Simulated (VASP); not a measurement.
```cif
data_N4Y4
_chemical_formula_sum 'Y4 N4'
_space_group_name_H-M_alt 'Fm-3m'
_space_group_IT_number 225
_space_group_name_Hall '-F 4 2 3'
_cell_length_a 4.88531
_cell_length_b 4.88531
_cell_length_c 4.88531
_cell_angle_alpha 90.000
_cell_angle_beta 90.000
_cell_angle_gamma 90.000
loop_
_atom_site_label
_atom_site_type_symbol
_atom_site_symmetry_multiplicity
_atom_site_Wyckoff_symbol
_atom_site_fract_x
_atom_site_fract_y
_atom_site_fract_z
_atom_site_occupancy
Y1 Y 4 a 0.00000 0.00000 0.00000 1
N1 N 4 b 0.50000 0.50000 0.50000 1
```
(The calculation used a cell of 2 atoms; values per cell refer to that cell.)

Level of theory: MS2 meta-GGA, VASP's PBE PAW potentials (set 64) (plane waves; VASP). Settings: 520 eV cut-off, 9×9×9 Γ-centred mesh, Gaussian smearing of 0.050 eV, potentials Y_sv N.

**Question.** Give the energy at these volumes per atom, relative to the lowest: 13.68, 14.12, 14.55, 14.99, 15.43 Å³.

**Answer.** 32.4, 8.0, 0.0, 6.0, 23.9 meV/atom. A third-order Birch-Murnaghan fit gives B0 = 170 GPa and B0′ = 4.2.

Measured: a 4.877 Å (computed value off by +0.2 %), as given by G. Soto et al., Computational Materials Science (2007), arXiv:cond-mat/0703568. The calculation is for a static lattice, while the measured a holds thermal and zero-point effects, which are part of the difference.

The compound is YN in the rock salt structure. It was relaxed first.
